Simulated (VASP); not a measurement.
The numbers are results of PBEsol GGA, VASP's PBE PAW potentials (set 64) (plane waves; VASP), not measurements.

A VASP calculation is set up with these files.

POSCAR:
```
SnO2
1.0
  4.7707259028   0.0000000000   0.0000000000
  0.0000000000   4.7707259028   0.0000000000
  0.0000000000   0.0000000000   3.2195149142
Sn O
2 4
direct
  0.0000000000   0.0000000000   0.0000000000
  0.5000000000   0.5000000000   0.5000000000
  0.3064011750   0.3064011750   0.0000000000
  0.1935988250   0.8064011750   0.5000000000
  0.6935988250   0.6935988250   0.0000000000
  0.8064011750   0.1935988250   0.5000000000
```

### KPOINTS
```
Regular mesh
0
Gamma
6 6 9
0 0 0
```

INCAR:
```
# general
SYSTEM    =  SnO2
PREC      =  Accurate
ENCUT     =  520
LREAL     =  .FALSE.
LASPH     =  .TRUE.

# electronic loop
EDIFF     =  1E-8
NELM      =  100
ALGO      =  Normal
LMAXMIX   =  4

# smearing
ISMEAR    =  0
SIGMA     =  0.01

# functional
GGA       =  PS

# ions
IBRION    =  8
NSW       =  1

# output
LWAVE     =  .FALSE.
LCHARG    =  .FALSE.

# other
LEPSILON  =  .TRUE.
```

POTCAR, in this order: Sn_d O (PBE.64 set). Program: vasp_std.

Output of the run:

**OUTCAR**
```


 HEAD OF MICROSCOPIC STATIC DIELECTRIC TENSOR (INDEPENDENT PARTICLE, excluding Hartree and local field effects)
 ------------------------------------------------------
           4.691869     0.000000     0.000000
           0.000000     4.691869     0.000000
           0.000000     0.000000     4.931844
 ------------------------------------------------------

 MACROSCOPIC STATIC DIELECTRIC TENSOR (including local field effects in DFT)
 ------------------------------------------------------
           4.585579    -0.000000     0.000000
           0.000000     4.585579     0.000000
           0.000000     0.000000     4.813519
 ------------------------------------------------------

 PIEZOELECTRIC TENSOR (including local field effects)  for field in x, y, z        (e  Angst)
          XX          YY          ZZ          XY          YZ          ZX
  --------------------------------------------------------------------------------
  x     0.00000     0.00000     0.00000     0.00000     0.00000     0.00000
  y     0.00000     0.00000     0.00000     0.00000     0.00000     0.00000
  z     0.00000     0.00000     0.00000     0.00000     0.00000     0.00000

 PIEZOELECTRIC TENSOR (including local field effects)  for field in x, y, z        (C/m^2)
          XX          YY          ZZ          XY          YZ          ZX
  --------------------------------------------------------------------------------
  x     0.00000     0.00000     0.00000     0.00000     0.00000     0.00000
  y     0.00000     0.00000     0.00000     0.00000     0.00000     0.00000
  z     0.00000     0.00000     0.00000     0.00000     0.00000     0.00000

 BORN EFFECTIVE CHARGES (including local field effects) (in |e|, cummulative output)
 ---------------------------------------------------------------------------------
 ion    1
    1     4.09481     0.47108     0.00000
    2     0.47108     4.09481     0.00000
    3     0.00000     0.00000     4.49035
 ion    2
    1     4.09481    -0.47108     0.00000
    2    -0.47108     4.09481     0.00000
    3     0.00000     0.00000     4.49035
 ion    3
    1    -2.04740    -0.72788     0.00000
    2    -0.72788    -2.04740     0.00000
    3     0.00000     0.00000    -2.24517
 ion    4
    1    -2.04740     0.72788     0.00000
    2     0.72788    -2.04740     0.00000
    3     0.00000     0.00000    -2.24517
 ion    5
    1    -2.04740    -0.72788     0.00000
    2    -0.72788    -2.04740     0.00000
    3     0.00000     0.00000    -2.24517
 ion    6
    1    -2.04740     0.72788     0.00000
    2     0.72788    -2.04740     0.00000
    3     0.00000     0.00000    -2.24517
```
(Selected blocks of OUTCAR.)

The dielectric response may not be converged in the k-mesh; for small gaps it tends to come out too large.

The structure comes from a measured SnO2 entry (P4_2/mnm) of the Crystallography Open Database, whose conditions weren't checked. It was relaxed first.
